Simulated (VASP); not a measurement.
Data:

```xyz
2
Lattice="0.0000 2.2605 2.2605 2.2605 0.0000 2.2605 2.2605 2.2605 0.0000" Properties=species:S:1:pos:R:3 pbc="T T T"
B      0.0000     0.0000     0.0000
P      3.3908     3.3908     3.3908
```

All values below come from PBEsol GGA, VASP's PBE PAW potentials (set 64) (plane waves; VASP). Settings: PREC = Normal, EDIFF = 1E-5, 450 eV cut-off, 11×11×11 Γ-centred mesh, Gaussian smearing of 0.050 eV, potentials B P.

### Question
Estimate the energy per atom (σ→0).

### Answer

```
Property                        Value
---------------------  --------------
energy per atom (σ→0)  -6.837 eV/atom
```

Only differences to runs with the same potentials and settings are physical.

The compound is BP in the zinc blende structure. It was relaxed first.
